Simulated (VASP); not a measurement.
Given:

```
CELL_PARAMETERS angstrom
      0.00000     2.77209     2.77209
      2.77209     0.00000     2.77209
     11.07484    11.07484     0.01354
ATOMIC_POSITIONS crystal
  Si 0.99243 0.99243 0.00567
  Si 0.24782 0.24782 0.06413
  Si 0.00218 0.00218 0.24837
  Si 0.25757 0.25757 0.30683
  Ge 0.00769 0.00769 0.49423
  Ge 0.25219 0.25219 0.56085
  Ge 0.99781 0.99781 0.75165
  Ge 0.24231 0.24231 0.81827
```

Computed with PBEsol GGA, VASP's PBE PAW potentials (set 64) (plane waves; VASP). Settings: 400 eV cut-off, 8×8×2 Γ-centred mesh, tetrahedra with Blöchl corrections, potentials Si Ge_d.

Problem. What does the run give for the energy per atom (σ→0)?

Solution. 
```
Quantity                        Value
---------------------  --------------
energy per atom (σ→0)  -5.325 eV/atom
```

The structure was generated: Ge4Si4 was put into an ordered model structure (R-3m), which need not be its known phase. It was relaxed first.
